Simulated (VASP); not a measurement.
Data:

```cif
data_Tm2
_chemical_formula_sum 'Tm2'
_space_group_name_H-M_alt 'P63/mmc'
_space_group_IT_number 194
_space_group_name_Hall '-P 6c 2c'
_cell_length_a 3.55891
_cell_length_b 3.55891
_cell_length_c 5.52231
_cell_angle_alpha 90.000
_cell_angle_beta 90.000
_cell_angle_gamma 120.000
loop_
_atom_site_label
_atom_site_type_symbol
_atom_site_symmetry_multiplicity
_atom_site_Wyckoff_symbol
_atom_site_fract_x
_atom_site_fract_y
_atom_site_fract_z
_atom_site_occupancy
Tm1 Tm 2 c 0.33333 0.66667 0.25000 1
```

These are PBE GGA, VASP's PBE PAW potentials (set 64) (plane waves; VASP) values and carry that method's errors. Numerical set-up: 480 eV cut-off, 12×12×6 Γ-centred mesh, first-order Methfessel-Paxton smearing of 0.10 eV, potentials Tm_3.

The 4f electrons are frozen in the core of the lanthanide potential, so 4f levels, which can set the real gap, and their magnetism are missing.

Each relaxation starts from this cell; other phases were not tried.

Task: The cell is relaxed at 1 GPa. What happens?

Result: The volume per atom goes from 30.29 to 29.71 Å³ (-1.9 %), and the cell becomes a = b = 3.5370 Å, c = 5.4841 Å, α = β = 90.00°, γ = 120.00°, space group P6_3/mmc.

Failed runs are left out, and for metals the shear rows, which the mesh's noise covers.

The compound is Tm in the hcp structure.
